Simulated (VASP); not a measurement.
# Sn3P2 (R-3m) in VASP: relaxation of cell and atoms with PBE

Aim: the relaxation of cell and atoms of Sn3P2 with PBE.

Everything below comes from runs of VASP 6.6.1. Logs are shortened: lines on timing, memory, paths and dates and some standing lists are left out, and cuts for length are marked.

## 1. The crystal as given

The structure is trigonal, space group R-3m (No. 166). The conventional cell has a = 8.662 Å, b = 8.662 Å, c = 5.708 Å, α = 90.00°, β = 90.00°, γ = 120.00°. Around Sn (site symmetry 2/m) lie 2 P at 2.68 Å. P (site symmetry -3m) has 6 Sn at 2.68 Å and 2 P at 2.85 Å as nearest neighbours. P (site symmetry -3m) is surrounded by 2 P at 2.85 Å and 6 Sn at 3.14 Å.

The cell was built by a generator and needn't be a form met in nature.

## 2. Relaxation of cell and atoms, PBE

Input file INCAR:

```
SYSTEM = Sn3P2
PREC = Normal
ENCUT = 520
EDIFF = 1E-4
ISMEAR = 0
SIGMA = 0.15
LREAL = .FALSE.
LASPH = .TRUE.
NELM = 60
ALGO = Fast
ISIF = 3
LWAVE = .FALSE.
LCHARG = .FALSE.
GGA = PE
IBRION = 2
NSW = 24
EDIFFG = -0.08
```

Input file KPOINTS:

```
regular mesh
0
G
  3 3 3
  0 0 0
```

Input file POSCAR:

```
Sn3P2
1.0
    4.3308400600      2.5004116700      1.9026394600
   -4.3308400600      2.5004116700      1.9026394600
    0.0000000000     -5.0008233500      1.9026394600
Sn P
3 2
Direct
    0.5000000000      0.0000000000      0.5000000000
    0.5000000000      0.5000000000      0.0000000000
    0.0000000000      0.5000000000      0.5000000000
    0.5000000000      0.5000000000      0.5000000000
    0.0000000000      0.0000000000      0.0000000000
```

Potentials or basis: VASP PAW PBE potentials, release 64 (Sn_d, P).

The run is started by

```sh
> cat potpaw_PBE.64/Sn_d/POTCAR potpaw_PBE.64/P/POTCAR > POTCAR
> mpirun -np 1 vasp_std > vasp.out
```

OUTCAR:

```text
SYSTEM = Sn3P2
   PREC = Normal
   ENCUT = 520
   EDIFF = 1E-4
   ISMEAR = 0
   LREAL = .FALSE.
   LASPH = .TRUE.
   NELM = 60
   ISIF = 3
   GGA = PE
   IBRION = 2
   NSW = 24
   EDIFFG = -0.08

 ion  position               nearest neighbor table
   1  0.500  0.000  0.500-   4 2.68   4 2.68   3 3.14   3 3.14   2 3.14   2 3.14   5 3.14   5 3.14

   2  0.500  0.500  0.000-   4 2.68   4 2.68   5 3.14   5 3.14   1 3.14   1 3.14   3 3.14   3 3.14

   3  0.000  0.500  0.500-   4 2.68   4 2.68   1 3.14   1 3.14   5 3.14   2 3.14   2 3.14   5 3.14

   4  0.500  0.500  0.500-   1 2.68   3 2.68   1 2.68   3 2.68   2 2.68   2 2.68   5 2.85   5 2.85

   5  0.000  0.000  0.000-   4 2.85   4 2.85   2 3.14   2 3.14   3 3.14   1 3.14   3 3.14   1 3.14

  LATTYP: Found a trigonal (rhomboedric) cell.
 ALAT       =     5.3505393273
 COS(alpha) =    -0.3103254166

  Lattice vectors:

 A1 = (   4.3308400600,   2.5004116700,   1.9026394600)
 A2 = (  -4.3308400600,   2.5004116700,   1.9026394600)
 A3 = (   0.0000000000,  -5.0008233500,   1.9026394600)

Analysis of symmetry for initial positions (statically):
=====================================================================
 Subroutine PRICEL returns:
 Original cell was already a primitive cell.

 Routine SETGRP: Setting up the symmetry group for a
 trigonal (rhombohedral) supercell.

 Subroutine GETGRP returns: Found 12 space group operations
 (whereof 12 operations were pure point group operations)
 out of a pool of 12 trial point group operations.

The static configuration has the point symmetry D_3d.

Analysis of symmetry for dynamics (positions and initial velocities):
=====================================================================
 Subroutine PRICEL returns:
 Original cell was already a primitive cell.

 Routine SETGRP: Setting up the symmetry group for a
 trigonal (rhombohedral) supercell.

 Subroutine GETGRP returns: Found 12 space group operations
 (whereof 12 operations were pure point group operations)
 out of a pool of 12 trial point group operations.

The dynamic configuration has the point symmetry D_3d.

 Subroutine INISYM returns: Found 12 space group operations
 (whereof 12 operations are pure point group operations),
 and found     1 'primitive' translations

----------------------------------------------------------------------------------------

                                     Primitive cell

  volume of cell :     123.6208

  direct lattice vectors                    reciprocal lattice vectors
     4.330840060  2.500411670  1.902639460     0.115451043  0.066655691  0.175195217
    -4.330840060  2.500411670  1.902639460    -0.115451043  0.066655691  0.175195217
     0.000000000 -5.000823350  1.902639460     0.000000000 -0.133311381  0.175195217

  length of vectors
     5.350539324  5.350539324  5.350539327     0.220148333  0.220148333  0.220148333

  position of ions in fractional coordinates (direct lattice)
     0.500000000  0.000000000  0.500000000
     0.500000000  0.500000000  0.000000000
     0.000000000  0.500000000  0.500000000
     0.500000000  0.500000000  0.500000000
     0.000000000  0.000000000  0.000000000

  ion indices of the primitive-cell ions
   primitive index   ion index
                 1           1
                 2           2
                 3           3
                 4           4
                 5           5

----------------------------------------------------------------------------------------

 KPOINTS: regular mesh

Automatic generation of k-mesh.
 Grid dimensions read from file:
 generate k-points for:    3    3    3

 Generating k-lattice:

  Cartesian coordinates                     Fractional coordinates (reciprocal lattice)
     0.038483681  0.022218564  0.058398406     0.333333333  0.000000000  0.000000000
    -0.038483681  0.022218564  0.058398406     0.000000000  0.333333333  0.000000000
     0.000000000 -0.044437127  0.058398406     0.000000000  0.000000000  0.333333333

  Length of vectors
     0.073382778  0.073382778  0.073382778

  Shift w.r.t. Gamma in fractional coordinates (k-lattice)
     0.000000000  0.000000000  0.000000000

 Subroutine IBZKPT returns following result:
 ===========================================

 Found      6 irreducible k-points:

 Following reciprocal coordinates:
            Coordinates               Weight
  0.000000  0.000000  0.000000      1.000000
  0.333333  0.000000  0.000000      6.000000
  0.333333  0.333333  0.000000      6.000000
 -0.333333  0.333333  0.000000      6.000000
  0.333333  0.333333  0.333333      2.000000
 -0.333333  0.333333  0.333333      6.000000
   k-points           NKPTS =      6   k-points in BZ     NKDIM =      6   number of bands    NBANDS=     31
   number of dos      NEDOS =    301   number of ions     NIONS =      5
   total plane-waves  NPLWV =  27000
   dimension x,y,z NGX =    30 NGY =   30 NGZ =   30
   dimension x,y,z NGXF=    60 NGYF=   60 NGZF=   60
   ions per type =               3   2
   NGX,Y,Z   is equivalent  to a cutoff of   9.32,  9.32,  9.32 a.u.
   NGXF,Y,Z  is equivalent  to a cutoff of  18.64, 18.64, 18.64 a.u.
 SYSTEM =  Sn3P2
   PREC   = normal    normal or accurate (medium, high low for compatibility)
   ISTART =      0    job   : 0-new  1-cont  2-samecut
   ICHARG =      2    charge: 1-file 2-atom 10-const
   ISPIN  =      1    spin polarized calculation?
   LNONCOLLINEAR =      F non collinear calculations
   LSORBIT =      F    spin-orbit coupling
   LASPH  =      T    aspherical Exc in radial PAW
   ENCUT  =  520.0 eV  38.22 Ry    6.18 a.u.   9.95  9.95  9.95*2*pi/ulx,y,z
   NELM   =     60;   NELMIN=  2; NELMDL= -5     # of ELM steps
   EDIFF  = 0.1E-03   stopping-criterion for ELM
   LREAL  =      F    real-space projection
   EDIFFG = -.8E-01   stopping-criterion for IOM
   NSW    =     24    number of steps for IOM
   IBRION =      2    ionic relax: 0-MD 1-quasi-New 2-CG
   NFREE  =      1    steps in history (QN), initial steepest desc. (CG)
   ISIF   =      3    stress and relaxation
   ISYM   =      2    0-nonsym 1-usesym 2-fastsym
   POTIM  = 0.5000    time-step for ionic-motion
   TEBEG  =    0.0;   TEEND  =   0.0 temperature during run
   PSTRESS=    0.0 pullay stress
   NELECT =      52.0000    total number of electrons
   NUPDOWN=      -1.0000    fix difference up-down
   EMIN   =  10.00;   EMAX   =-10.00  energy-range for DOS
   EFERMI =   0.00;   METHOD = LEGACY
   ISMEAR =     0;   SIGMA  =   0.15  broadening in eV -4-tet -1-fermi 0-gaus
   EFERMI_NEDOS =   21; number of points for ismear=-14 and -15
   IALGO  =     68    algorithm
   IMIX   =      4    mixing-type and parameters
     AMIX     =   0.40;   BMIX     =  1.00
     AMIX_MAG =   1.60;   BMIX_MAG =  1.00
  volume/ion in A,a.u.               =      24.72       166.85
  Fermi-wavevector in a.u.,A,eV,Ry     =   1.226626  2.317987 20.471478  1.504611
  Thomas-Fermi vector in A             =   2.361620
   LORBIT       =      0    0 simple, 1 ext, 2 COOP (PROOUT), +10 PAW based schemes
   GGA     = PE    functional components
   LHFCALC =     F    Hartree Fock is set to
   AEXX    =    0.0000 exact exchange contribution
   IVDW    =     0    specifies the selected vdW correction
   LEPSILON=     F    determine dielectric tensor
   LRPA    =     F    only Hartree local field effects (RPA)
 conjugate gradient relaxation of ions
 non-spin polarized calculation
 RMM-DIIS sequential band-by-band and
 Gauss-broadening in eV      SIGMA  =   0.15
  energy-cutoff  :      520.00
  volume of cell :      123.62
 maximum number of plane-waves:      3334
   NGX = 19   NGY = 19   NGZ = 19

--------------------------------------- Ionic step        1  -------------------------------------------

 number of electron      52.0000073 magnetization

 Free energy of the ion-electron system (eV)
  ---------------------------------------------------
  ext. energy  EPLUGINS =         0.00000000
  ---------------------------------------------------
  free energy    TOTEN  =       -20.00749631 eV

  energy without entropy =      -19.93744720  energy(sigma->0) =      -19.97247175

------------------------ aborting loop because EDIFF is reached ----------------------------------------

  FORCE on cell =-STRESS in cart. coord.  units (eV):
  Direction    XX          YY          ZZ          XY          YZ          ZX
  --------------------------------------------------------------------------------------
  -------------------------------------------------------------------------------------
  Total        4.3113204      4.3113204     -0.1739979      0.0000000      0.0000000      0.0000000
  in kB       55.8765351     55.8765350     -2.2550860      0.0000000      0.0000000      0.0000000
  external PRESSURE =      36.4993280 kB  Pullay stress =       0.0000000 kB
[... 98 lines left out ...]
  FREE ENERGIE OF THE ION-ELECTRON SYSTEM (eV)
  ---------------------------------------------------
  free  energy   TOTEN  =       -20.2031910928 eV

  energy  without entropy=      -20.1325572766  energy(sigma->0) =      -20.16787418

 E-fermi :   7.2202     XC(G=0): -10.0243

 val. band max:        7.0010143245   @ k =   0.3333   0.0000   0.0000
 cond. band min:       7.2557171350   @ k =  -0.3333   0.3333   0.3333
 fundamental gap:      0.2547028105
 Fermi energy:         7.2202272686

 k-point     1 :       0.0000    0.0000    0.0000
  band No.  band energies     occupation
      1     -14.5519      2.00000
      2     -14.5519      2.00000
      3     -14.5077      2.00000
      4     -14.4816      2.00000
      5     -14.4602      2.00000
      6     -14.4602      2.00000
[... 193 lines left out ...]
     30      10.4140      0.00000
     31      10.8551      0.00000

[... ionic steps 4 to 8 ...]

--------------------------------------- Ionic step        9  -------------------------------------------

 number of electron      51.9999835 magnetization

------------------------ aborting loop because EDIFF is reached ----------------------------------------

  FORCE on cell =-STRESS in cart. coord.  units (eV):
  Direction    XX          YY          ZZ          XY          YZ          ZX
  --------------------------------------------------------------------------------------
  -------------------------------------------------------------------------------------
  Total        0.0368354      0.0368354      0.6956978      0.0000000     -0.0000000      0.0000000
  in kB        0.4684747      0.4684747      8.8479198      0.0000000     -0.0000000      0.0000000
  external PRESSURE =       3.2616230 kB  Pullay stress =       0.0000000 kB
[... 63 lines left out ...]
  energy  without entropy=      -21.1054425081  energy(sigma->0) =      -21.11872427

--------------------------------------- Ionic step       11  -------------------------------------------

 number of electron      51.9999835 magnetization

 Free energy of the ion-electron system (eV)
  ---------------------------------------------------
  ext. energy  EPLUGINS =         0.00000000
  ---------------------------------------------------
  free energy    TOTEN  =       -21.13242247 eV

  energy without entropy =      -21.10632242  energy(sigma->0) =      -21.11937245

 E-fermi :   6.8784     XC(G=0):  -9.9005

 val. band max:        6.7046833148   @ k =   0.3333   0.0000   0.0000
 cond. band min:       6.9026564540   @ k =  -0.3333   0.3333   0.3333
 fundamental gap:      0.1979731392
 Fermi energy:         6.8783615447

 k-point     1 :       0.0000    0.0000    0.0000
  band No.  band energies     occupation
      1     -14.8440      2.00000
      2     -14.8440      2.00000
      3     -14.8021      2.00000
      4     -14.7825      2.00000
      5     -14.7613      2.00000
      6     -14.7613      2.00000
[... 225 lines left out ...]
  FREE ENERGIE OF THE ION-ELECTRON SYSTEM (eV)
  ---------------------------------------------------
  free  energy   TOTEN  =       -21.1324224726 eV

  energy  without entropy=      -21.1063224219  energy(sigma->0) =      -21.11937245

 reached required accuracy - stopping structural energy minimisation
```

Wall time 78 s (1 thread of Intel Xeon Platinum 8375C at 2.90GHz (Ice Lake), shared host); peak memory 0.18 GiB.

What came out:

| Quantity | Value |
| --- | --- |
| Free energy | -21.1324 eV |
| Relaxed volume | 25.24 Å³/atom |
| Relaxed cell | a = 5.714 Å, b = 5.714 Å, c = 5.714 Å, α = 112.33°, β = 112.33°, γ = 112.33° |
| Space group after relaxing (to 0.05 Å) | R-3m (No. 166) |
| Energy gained by relaxing | 225.0 meV/atom |
| Ionic steps | 11 |
| Pressure after relaxing | -0.1 GPa |
| Band gap on the k mesh | none (metal or under the smearing width) |

Step by step:
| step | energy change (eV) | largest force (eV/Å) | pressure (GPa) | volume (Å³) |
| --- | --- | --- | --- | --- |
| 1 | 0.0000 | 0.0000 | 3.65 | 123.62 |
| 2 | -0.1942 | 0.0000 | -1.33 | 133.89 |
| 3 | -0.1957 | 0.0000 | -1.28 | 134.49 |
| 4 | -0.4339 | 0.0000 | -1.95 | 133.44 |
| 5 | -1.1115 | 0.0000 | -1.68 | 128.85 |
| 6 | -1.1126 | 0.0000 | -1.42 | 129.20 |
| 7 | -1.1130 | 0.0000 | -1.31 | 129.05 |
| 8 | -1.1110 | 0.0000 | 1.51 | 122.77 |
| 9 | -1.1251 | 0.0000 | 0.33 | 125.98 |
| 10 | -1.1245 | 0.0000 | -0.52 | 126.58 |
| 11 | -1.1249 | 0.0000 | -0.10 | 126.21 |

Final structure:
```xyz
5
Lattice="4.7465 2.7404 1.6172 -4.7465 2.7404 1.6172 0.0000 -5.4808 1.6172" Properties=species:S:1:pos:R:3 pbc="T T T"
Sn    2.3733   -1.3702    1.6172
Sn    0.0000    2.7404    1.6172
Sn   -2.3733   -1.3702    1.6172
P     0.0000    0.0000    2.4257
P     0.0000    0.0000    0.0000
```

Caveat: the k mesh is coarse (spacing up to 0.46 Å⁻¹), so the values aren't converged; the relaxation stopped at a loose force limit of 0.08 eV/Å, so its end isn't a converged minimum.
